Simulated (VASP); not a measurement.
The system is MgTi2N2.

```
Mg Ti N
1.0
    -1.73326    1.73326    4.55565
     1.73326   -1.73326    4.55565
     1.73326    1.73326   -4.55565
Mg Ti N
1 2 2
Direct
  0.00000 0.00000 0.00000
  0.25000 0.75000 0.50000
  0.75000 0.25000 0.50000
  0.64358 0.64358 0.00000
  0.35642 0.35642 0.00000
```

The cell was built by a generator and needn't be a form met in nature.

* Program: VASP 6.6.1
* Task: relaxation of cell and atoms
* Functional: PBE
* Potentials or basis: VASP PAW PBE potentials, release 64 (Mg, Ti_sv, N)
* Cutoff: 520 eV
* k mesh: 6 × 6 × 6
* Occupations: gaussian, width 0.15 eV
* Spin: no spin polarisation

At the start: pressure 36.8 GPa; volume 10.95 Å³/atom.

**Question.** Where does the relaxation end?

**Answer.** Over 14 steps the energy falls by 437.3 meV/atom and the volume is 15.58 Å³/atom (+42.3 %); space group I4/mmm (No. 139, to 0.05 Å).

The path:
```csv
step,energy change (eV),largest force (eV/Å),pressure (GPa),volume (Å³)
1,0.0000,0.5395,36.83,54.74
2,1.9755,2.3682,-15.77,77.20
3,-0.8955,2.3251,-6.49,67.83
4,-0.9891,1.9395,-0.61,65.06
5,-0.9917,1.8361,0.75,64.44
6,-1.2787,1.5329,0.56,66.62
7,-1.6739,1.0326,0.34,71.00
8,-2.0406,0.1331,-0.81,80.18
9,-2.0136,0.4530,1.11,77.96
10,-2.0338,0.2751,0.94,79.12
11,-2.0641,0.5856,-6.46,82.63
12,-2.0925,0.4792,-3.64,81.18
13,-2.1574,0.2321,-1.72,79.70
14,-2.1866,0.0135,0.15,77.91
```

Final structure:
```cif
data_structure
_symmetry_space_group_name_H-M 'P 1'
_symmetry_Int_Tables_number 1
_cell_length_a 5.7751
_cell_length_b 5.7751
_cell_length_c 5.7751
_cell_angle_alpha 140.302
_cell_angle_beta 140.302
_cell_angle_gamma 57.394
_cell_volume 77.91
loop_
_atom_site_label
_atom_site_type_symbol
_atom_site_fract_x
_atom_site_fract_y
_atom_site_fract_z
_atom_site_occupancy
Mg1 Mg 0.00000 0.00000 0.00000 1
Ti1 Ti 0.25000 0.75000 0.50000 1
Ti2 Ti 0.75000 0.25000 0.50000 1
N1 N 0.70657 0.70657 0.00000 1
N2 N 0.29343 0.29343 0.00000 1
```

Caveat: the k mesh is coarse (spacing up to 0.43 Å⁻¹), so the values aren't converged; the volume moved by over 15 % at a fixed basis, so the end points are rough; the relaxation stopped at a loose force limit of 0.08 eV/Å, so its end isn't a converged minimum.
